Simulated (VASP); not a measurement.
Consider the following.

```xyz
4
Lattice="0.0000 2.9637 2.9637 2.9637 0.0000 2.9637 2.9637 2.9637 0.0000" Properties=species:S:1:pos:R:3 pbc="T T T"
B      0.0000     0.0000     0.0000
Ti     2.9637     2.9637     2.9637
Ti     1.4818     1.4818     1.4818
Ti     4.4455     4.4455     4.4455
```

Computed with PBEsol GGA, VASP's PBE PAW potentials (set 64) (plane waves; VASP). Run with 600 eV cut-off, 8×8×8 Γ-centred mesh, first-order Methfessel-Paxton smearing of 0.10 eV, potentials B Ti_sv.

Question: The ions, cell shape and volume at an external pressure of 2.0 GPa are relaxed. Which structure does the run end with?

Answer: 
```xyz
4
Lattice="0.0000 2.9507 2.9507 2.9507 0.0000 2.9507 2.9507 2.9507 0.0000" Properties=species:S:1:pos:R:3 pbc="T T T"
B      0.0000     0.0000     0.0000
Ti     2.9507     2.9507     2.9507
Ti     1.4754     1.4754     1.4754
Ti     4.4261     4.4261     4.4261
```
Space group Fm-3m (225), at a tolerance of 0.03 Å.

Question: How do energy and volume change from the first to the last step?

Answer: The energy (σ→0) changes by +1.1 meV/atom and the volume by -1.3 %, in 3 ionic steps.

The structure was generated: Ti3B was put into the D03 type (Fm-3m), which need not be its known phase. This run relaxes it under an external pressure of 2 GPa. Symmetry was kept, so distortions that lower it aren't found. The electron count is odd and the run is not spin-polarised, which forces a metal.
